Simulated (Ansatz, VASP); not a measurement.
# Si2W in two plane-wave programs

Wanted: the spread between two codes on one cell, functional and k mesh. The cell is taken from a series of runs on this material, whose earlier steps may have relaxed, scaled, displaced or heated it; both programs get it as it stands.

Method: plane waves, with VASP 6.6.1 beside it; LDA, in Ansatz 0.2.0.

**1. The structure**

It takes space group I4/mmm (No. 139, tetragonal). The conventional cell has a = 3.231 Å, b = 3.231 Å, c = 7.860 Å, α = 90.00°, β = 90.00°, γ = 90.00°. Si has 5 Si at 2.59 to 2.65 Å and 5 W at 2.63 to 2.64 Å nearest. Nearest to W lie 10 Si at 2.63 to 2.64 Å. Farther neighbours are not listed.

**2. VASP: zone-centre phonons, LDA**

Second derivatives magnify differences that forces hide, and they need a tight electronic threshold.

Lines of VASP's logs that name or quote its potential files are left out, and so is its time.

INCAR

```
SYSTEM = Si2W
PREC = Accurate
ENCUT = 600
EDIFF = 1E-08
NELM = 120
ISMEAR = 1
SIGMA = 0.2
LREAL = .FALSE.
ALGO = Normal
GGA = PW92
NBANDS = 13
LASPH = .TRUE.
LORBIT = 11
LWAVE = .FALSE.
LCHARG = .FALSE.
ISIF = 2
IBRION = 8
GGA_COMPAT = .FALSE.
KPAR = 2
```

POSCAR

```
Si2W
1.0
   -1.6153483964      1.6153483964      3.9299887581
    1.6153483964     -1.6153483964      3.9299887581
    1.6153483964      1.6153483964     -3.9299887581
Si W
2 1
Direct
    0.3353994659      0.3353994659      0.0000000000
    0.6646005341      0.6646005341      0.0000000000
    0.0000000000      0.0000000000      0.0000000000
```

KPOINTS

```
Automatic mesh
0
Gamma
20 20 20
0 0 0
```

PAW data sets: Si and W (LDA family, release 64).

The run is started by

```bash
> mpirun -np 2 vasp_std
```

Numbers of over 12 decimals in the logs are rounded to 6 here.

What it wrote:

```text
[banner, memory and clock lines left out]
running    2 mpi-ranks, on    1 nodes
 distrk:  each k-point on    1 cores,    2 groups
 distr:  one band on    1 cores,    1 groups

 POSCAR found type information on POSCAR SiW
 POSCAR found :  2 types and       3 ions
|                                                                             |
|               ----> ADVICE to this user running VASP <----                  |
|                                                                             |
|     You enforced a specific xc type in the INCAR file but a different       |
|     [... a line on the potential file left out ...]
|     I HOPE YOU KNOW WHAT YOU ARE DOING!                                     |
|                                                                             |

 LDA part: xc-table for (Slater(with rela. corr.)+PW92), standard interpolation
 POSCAR, INCAR and KPOINTS ok, starting setup
 FFT: planning ... GRIDC
 FFT: planning ... GRID_SOFT
 FFT: planning ... GRID
 WAVECAR not read
 entering main loop
       N       E                     dE             d eps       ncg     rms          rms(c)
DAV:   1     0.296141902366E+02    0.29614E+02   -0.65586E+03 16666   0.105E+03
DAV:   2    -0.257079423054E+02   -0.55322E+02   -0.50632E+02 20394   0.188E+02
DAV:   3    -0.282615481344E+02   -0.25536E+01   -0.24643E+01 22826   0.339E+01
DAV:   4    -0.282958103826E+02   -0.34262E-01   -0.34198E-01 19549   0.416E+00
DAV:   5    -0.282962507192E+02   -0.44034E-03   -0.44020E-03 23644   0.445E-01    0.246E+01
DAV:   6    -0.275461291047E+02    0.75012E+00   -0.21982E+00 22759   0.909E+00    0.986E+00
DAV:   7    -0.274263912762E+02    0.11974E+00   -0.23394E-01 18987   0.318E+00    0.526E+00
DAV:   8    -0.273982036809E+02    0.28188E-01   -0.47976E-02 21690   0.164E+00    0.495E-01
DAV:   9    -0.273979989714E+02    0.20471E-03   -0.20834E-03 19785   0.314E-01    0.254E-01
DAV:  10    -0.273979048926E+02    0.94079E-04   -0.36764E-04 20979   0.113E-01    0.582E-02
DAV:  11    -0.273978877713E+02    0.17121E-04   -0.57763E-05 20416   0.513E-02    0.256E-02
DAV:  12    -0.273978879146E+02   -0.14328E-06   -0.21546E-06 20568   0.108E-02    0.109E-02
DAV:  13    -0.273978878277E+02    0.86823E-07   -0.21022E-07 20910   0.312E-03    0.193E-03
DAV:  14    -0.273978878249E+02    0.28078E-08   -0.79830E-09 13734   0.642E-04
   1 F= -.27397888E+02 E0= -.27398345E+02  d E =0.137054E-02
 Linear response reoptimize wavefunctions to high precision
DAV:   1    -0.273978878250E+02   -0.53205E-10   -0.95582E-10 15621   0.257E-04
 Linear response DOF=           4
 Linear response progress:
  Degree of freedom:   1/  4
       N       E                     dE             d eps       ncg     rms          rms(c)
RMM:   1    -0.184925021538E-01   -0.18493E-01    0.13163E-02134239   0.903E-01
RMM:   2    -0.170385033679E-01    0.14540E-02   -0.71809E-04 87877   0.209E-01    0.910E-02
RMM:   3    -0.171064152522E-01   -0.67912E-04   -0.15242E-04 89158   0.614E-02    0.488E-02
RMM:   4    -0.172643344113E-01   -0.15792E-03   -0.93010E-05 88281   0.453E-02    0.114E-02
RMM:   5    -0.172503530092E-01    0.13981E-04   -0.17270E-06 92209   0.920E-03    0.116E-03
RMM:   6    -0.172554912660E-01   -0.51383E-05   -0.21591E-07 93634   0.161E-03    0.693E-04
RMM:   7    -0.172555067718E-01   -0.15506E-07    0.78756E-09 95843   0.353E-04    0.703E-05
RMM:   8    -0.172559368635E-01   -0.43009E-06    0.12396E-09 96681   0.124E-04    0.246E-05
RMM:   9    -0.172559143242E-01    0.22539E-07    0.10853E-08100514   0.306E-05    0.401E-06
RMM:  10    -0.172559321079E-01   -0.17784E-07    0.64348E-10 98416   0.142E-05    0.139E-06
RMM:  11    -0.172559330489E-01   -0.94099E-09    0.22882E-09 94649   0.895E-06    0.278E-07
 first order change of Fermi-energy   0.19187E-04
 force on displaced ion       1 direction 1 :  -7.543  -0.000  -0.000
 Linear response progress:
  Degree of freedom:   2/  4
       N       E                     dE             d eps       ncg     rms          rms(c)
RMM:   1    -0.255284636582E-01   -0.25528E-01    0.36196E-02 41536   0.110E+00
RMM:   2    -0.227814603045E-01    0.27470E-02   -0.11267E-03 26633   0.267E-01    0.140E-01
RMM:   3    -0.227717018958E-01    0.97584E-05   -0.45853E-04 26805   0.997E-02    0.911E-02
RMM:   4    -0.228516788386E-01   -0.79977E-04   -0.59330E-05 27810   0.374E-02    0.365E-02
RMM:   5    -0.228905178303E-01   -0.38839E-04   -0.44393E-06 27731   0.105E-02    0.126E-02
RMM:   6    -0.228940910703E-01   -0.35732E-05   -0.27845E-07 28199   0.346E-03    0.182E-03
RMM:   7    -0.228925972364E-01    0.14938E-05   -0.17181E-07 28904   0.121E-03    0.538E-04
RMM:   8    -0.228925750691E-01    0.22167E-07   -0.17979E-08 29749   0.236E-04    0.121E-04
RMM:   9    -0.228929452104E-01   -0.37014E-06   -0.98612E-09 29416   0.793E-05    0.166E-05
RMM:  10    -0.228929220195E-01    0.23191E-07   -0.42411E-09 30599   0.191E-05    0.492E-06
RMM:  11    -0.228929188216E-01    0.31979E-08   -0.80310E-09 28965   0.952E-06    0.137E-06
 first order change of Fermi-energy  -0.42459E+00
 force on displaced ion       1 direction 3 :   0.000   0.000 -12.797
 Linear response progress:
  Degree of freedom:   3/  4
       N       E                     dE             d eps       ncg     rms          rms(c)
RMM:   1    -0.121924961623E+00   -0.12192E+00   -0.10294E-01 57865   0.178E+00
RMM:   2    -0.120960303825E+00    0.96466E-03   -0.13687E-03 47148   0.246E-01    0.152E-01
RMM:   3    -0.120622489558E+00    0.33781E-03   -0.20263E-04 48466   0.780E-02    0.858E-02
RMM:   4    -0.120747834408E+00   -0.12534E-03   -0.24332E-04 47897   0.884E-02    0.121E-02
RMM:   5    -0.120745771719E+00    0.20627E-05   -0.78227E-06 51237   0.175E-02    0.306E-03
RMM:   6    -0.120754647442E+00   -0.88757E-05   -0.17154E-07 50946   0.238E-03    0.885E-04
RMM:   7    -0.120755220289E+00   -0.57285E-06   -0.15705E-08 52927   0.606E-04    0.120E-04
RMM:   8    -0.120755066302E+00    0.15399E-06   -0.53519E-09 53375   0.109E-04    0.568E-05
RMM:   9    -0.120754847089E+00    0.21921E-06   -0.61050E-09 54798   0.496E-05    0.457E-06
RMM:  10    -0.120754841564E+00    0.55244E-08   -0.69395E-09 54859   0.191E-05    0.280E-06
 first order change of Fermi-energy  -0.90563E-03
 force on displaced ion       3 direction 1 :  -9.410  -0.000   0.000
 Linear response progress:
  Degree of freedom:   4/  4
       N       E                     dE             d eps       ncg     rms          rms(c)
RMM:   1    -0.138555688474E+00   -0.13856E+00   -0.12513E-01 31713   0.185E+00
RMM:   2    -0.134290475427E+00    0.42652E-02   -0.21835E-03 25761   0.304E-01    0.177E-01
RMM:   3    -0.133696293564E+00    0.59418E-03   -0.69810E-04 26779   0.125E-01    0.938E-02
RMM:   4    -0.133741889941E+00   -0.45596E-04   -0.26146E-04 26704   0.883E-02    0.271E-02
RMM:   5    -0.133807498758E+00   -0.65609E-04   -0.37929E-05 26691   0.362E-02    0.627E-03
RMM:   6    -0.133817702153E+00   -0.10203E-04   -0.62889E-07 28822   0.484E-03    0.166E-03
RMM:   7    -0.133814067857E+00    0.36343E-05   -0.75454E-08 27952   0.129E-03    0.230E-04
RMM:   8    -0.133815026967E+00   -0.95911E-06   -0.45343E-09 29196   0.324E-04    0.973E-05
RMM:   9    -0.133815178830E+00   -0.15186E-06   -0.26963E-09 30118   0.871E-05    0.511E-05
RMM:  10    -0.133815087044E+00    0.91786E-07   -0.54987E-09 29657   0.390E-05    0.702E-06
RMM:  11    -0.133815119404E+00   -0.32360E-07   -0.63470E-09 30522   0.246E-05    0.156E-06
RMM:  12    -0.133815121184E+00   -0.17805E-08   -0.58216E-09 29592   0.175E-05    0.522E-07
 first order change of Fermi-energy   0.51860E-03
 force on displaced ion       3 direction 3 :   0.000   0.000 -12.752
 Linear response finished
```

From OUTCAR (step 2):

```text
ion  position               nearest neighbor table
   1  0.335  0.335  0.000-   2 2.59   3 2.63   3 2.63   3 2.63   3 2.63   3 2.64   2 2.65   2 2.65
                             2 2.65   2 2.65
   2  0.665  0.665  0.000-   1 2.59   3 2.63   3 2.63   3 2.63   3 2.63   3 2.64   1 2.65   1 2.65
                             1 2.65   1 2.65
   3  0.000  0.000  0.000-   2 2.63   2 2.63   2 2.63   1 2.63   2 2.63   1 2.63   1 2.63   1 2.63
                             1 2.64   2 2.64

  LATTYP: Found a body centered tetragonal cell.
 ALAT       =     3.2306967928
 C/A-ratio  =     2.4329047324

 Subroutine GETGRP returns: Found 16 space group operations
 (whereof 16 operations were pure point group operations)

The static configuration has the point symmetry D_4h.

 Found    641 irreducible k-points:

   k-points           NKPTS =    641   k-points in BZ     NKDIM =    641   number of bands    NBANDS=     13

   dimension x,y,z NGX =    36 NGY =   36 NGZ =   36
   dimension x,y,z NGXF=    72 NGYF=   72 NGZF=   72

   ENCUT  =  600.0 eV  44.10 Ry    6.64 a.u.   9.08  9.08  9.08*2*pi/ulx,y,z

   NELECT =      14.0000    total number of electrons

 k-points in reciprocal lattice and weights: Automatic mesh
   0.00000000  0.00000000  0.00000000       0.000
   0.05000000 -0.00000000  0.00000000       0.001
   0.10000000  0.00000000  0.00000000       0.001
   0.15000000  0.00000000  0.00000000       0.001
   0.20000000  0.00000000  0.00000000       0.001
   0.25000000 -0.00000000  0.00000000       0.001
   0.30000000  0.00000000  0.00000000       0.001
   0.35000000 -0.00000000  0.00000000       0.001
   0.40000000 -0.00000000  0.00000000       0.001
[...]
-0.45000000 -0.45000000  0.45000000       0.000
   0.50000000  0.50000000  0.50000000       0.000

 average (electrostatic) potential at core
       1 -81.0596       2 -81.0596       3 -35.4735

  Total       -2.2522502     -2.2522502     -2.2335864      0.0000000      0.0000000      0.0000000
  in kB      -87.9718043    -87.9718043    -87.2428075      0.0000000      0.0000000      0.0000000
  external PRESSURE =     -87.7288054 kB  Pullay stress =       0.0000000 kB

  energy-cutoff  :      600.00
  volume of cell :       41.02
      direct lattice vectors                 reciprocal lattice vectors
    -1.615348396  1.615348396  3.929988758     0.000000000  0.309530750  0.127226827
     1.615348396 -1.615348396  3.929988758     0.309530750  0.000000000  0.127226827
     1.615348396  1.615348396 -3.929988758     0.309530750  0.309530750  0.000000000

 POSITION                                       TOTAL-FORCE (eV/Angst)
 -----------------------------------------------------------------------------------
      0.00000      0.00000      2.63623        -0.000000     -0.000000      0.000981
      0.00000      0.00000      5.22375         0.000000      0.000000     -0.000981
      0.00000      0.00000      0.00000         0.000000      0.000000     -0.000000
 -----------------------------------------------------------------------------------
    total drift:                                0.000000     -0.000000     -0.000000

 Eigenvectors and eigenvalues of the dynamical matrix
 ----------------------------------------------------

   1 f  =   12.932417 THz    81.256771 2PiTHz  431.378987 cm-1    53.484154 meV
             X         Y         Z           dx          dy          dz
      0.000000  0.000000  2.636232    -0.000000    0.000000    0.707107
      0.000000  0.000000  5.223745    -0.000000   -0.000000   -0.707107
      0.000000  0.000000  0.000000    -0.000000    0.000000    0.000000

   2 f  =    9.505217 THz    59.723043 2PiTHz  317.059927 cm-1    39.310403 meV
             X         Y         Z           dx          dy          dz
      0.000000  0.000000  2.636232     0.156157   -0.689649    0.000000
      0.000000  0.000000  5.223745    -0.156157    0.689649   -0.000000
      0.000000  0.000000  0.000000     0.000000   -0.000000    0.000000

   3 f  =    9.505217 THz    59.723043 2PiTHz  317.059927 cm-1    39.310403 meV
             X         Y         Z           dx          dy          dz
      0.000000  0.000000  2.636232    -0.689649   -0.156157    0.000000
      0.000000  0.000000  5.223745     0.689649    0.156157   -0.000000
      0.000000  0.000000  0.000000    -0.000000    0.000000    0.000000

   4 f  =    8.510722 THz    53.474443 2PiTHz  283.887126 cm-1    35.197502 meV
             X         Y         Z           dx          dy          dz
      0.000000  0.000000  2.636232    -0.000000    0.000000   -0.618856
      0.000000  0.000000  5.223745     0.000000    0.000000   -0.618856
      0.000000  0.000000  0.000000    -0.000000    0.000000    0.483771

   5 f  =    7.310130 THz    45.930899 2PiTHz  243.839678 cm-1    30.232253 meV
             X         Y         Z           dx          dy          dz
      0.000000  0.000000  2.636232    -0.000000    0.618835    0.000000
      0.000000  0.000000  5.223745    -0.000000    0.618835    0.000000
      0.000000  0.000000  0.000000     0.000000   -0.483825   -0.000000

   6 f  =    7.310130 THz    45.930899 2PiTHz  243.839678 cm-1    30.232253 meV
             X         Y         Z           dx          dy          dz
      0.000000  0.000000  2.636232     0.618835   -0.000000   -0.000000
      0.000000  0.000000  5.223745     0.618835    0.000000    0.000000
      0.000000  0.000000  0.000000    -0.483825    0.000000    0.000000

   7 f/i=    0.000127 THz     0.000796 2PiTHz    0.004226 cm-1     0.000524 meV
             X         Y         Z           dx          dy          dz
      0.000000  0.000000  2.636232     0.000000   -0.000000    0.342078
      0.000000  0.000000  5.223745     0.000000   -0.000000    0.342078
      0.000000  0.000000  0.000000     0.000000   -0.000000    0.875194

   8 f/i=    0.000559 THz     0.003510 2PiTHz    0.018635 cm-1     0.002310 meV
             X         Y         Z           dx          dy          dz
      0.000000  0.000000  2.636232     0.325311   -0.105906   -0.000000
      0.000000  0.000000  5.223745     0.325311   -0.105906   -0.000000
      0.000000  0.000000  0.000000     0.832176   -0.270917   -0.000000

   9 f/i=    0.000559 THz     0.003510 2PiTHz    0.018635 cm-1     0.002310 meV
             X         Y         Z           dx          dy          dz
      0.000000  0.000000  2.636232    -0.105906   -0.325311   -0.000000
      0.000000  0.000000  5.223745    -0.105906   -0.325311   -0.000000
      0.000000  0.000000  0.000000    -0.270917   -0.832176   -0.000000

 ELASTIC MODULI CONTR FROM IONIC RELAXATION (kBar)
 Direction    XX          YY          ZZ          XY          YZ          ZX
 --------------------------------------------------------------------------------
 XX         -19.4108    -19.4108    -40.3380      0.0000      0.0000     -0.0000
 YY         -19.4108    -19.4108    -40.3380      0.0000      0.0000     -0.0000
 ZZ         -40.3380    -40.3380    -83.8269      0.0000      0.0000     -0.0000
 XY           0.0000      0.0000      0.0000      0.0000      0.0000      0.0000
 YZ           0.0000      0.0000      0.0000      0.0000    -23.8349     -0.0000
 ZX          -0.0000     -0.0000     -0.0000      0.0000     -0.0000     -6.3660
 --------------------------------------------------------------------------------
```

(Part 1 of 2 ends here.)

[Lines on the potential files, build, host, timing and source positions are cut from VASP's logs without a mark.]

[Logs are printed without paths, hosts, clocks, repeated set-up lines and the standing remarks that a program may print on its own settings, such as how far it seeks lower states.]

[Hosts, paths, dates, database ids (printed as entryN), source tags and the programs' standing remarks are cut or masked in the printed files.]
